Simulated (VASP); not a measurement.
Given:

```
CELL_PARAMETERS angstrom
      6.22000     0.00000     0.00000
      0.00000     6.22000     0.00000
      0.00000     0.00000     6.22000
ATOMIC_POSITIONS crystal
  Cs 0.00000 0.00000 0.00000
  Sn 0.50000 0.50000 0.50000
  I  0.50000 0.00000 0.50000
  I  0.00000 0.50000 0.50000
  I  0.50000 0.50000 0.00000
```

Level of theory: PBEsol GGA, VASP's PBE PAW potentials (set 64) (plane waves; VASP). Numerical set-up: 300 eV cut-off, 3×3×3 Γ-centred mesh, Fermi-Dirac smearing of 0.010 eV, potentials Cs_sv Sn_d I.

Unless said otherwise, spin-orbit coupling is left out, though it shifts the bands of the heavy elements here.

Problem. Give the energies of bands 13 to 25 at the high-symmetry points, in eV from the valence-band maximum.

Solution. 
```
band      Γ      X      M      R
----  -----  -----  -----  -----
13    -6.21  -7.09  -7.80  -8.47
14    -4.70  -4.58  -4.42  -3.27
15    -4.70  -4.58  -3.44  -3.27
16    -4.70  -3.08  -2.71  -3.27
17    -2.32  -2.56  -2.71  -2.51
18    -2.32  -2.56  -2.63  -2.51
19    -2.32  -2.48  -2.63  -1.72
20    -2.16  -2.28  -2.52  -1.72
21    -2.16  -2.28  -1.74  -1.72
22    -2.16  -1.56  -0.78   0.00
23     2.08   1.09   0.77   0.31
24     3.06   3.64   0.77   0.31
25     3.06   3.81   3.95   0.31
```

The gap is direct, 0.31 eV, from the valence maximum at R to the conduction minimum at R.

The structure is a typed CsSnI3 crystal. The cell was not relaxed at this level.
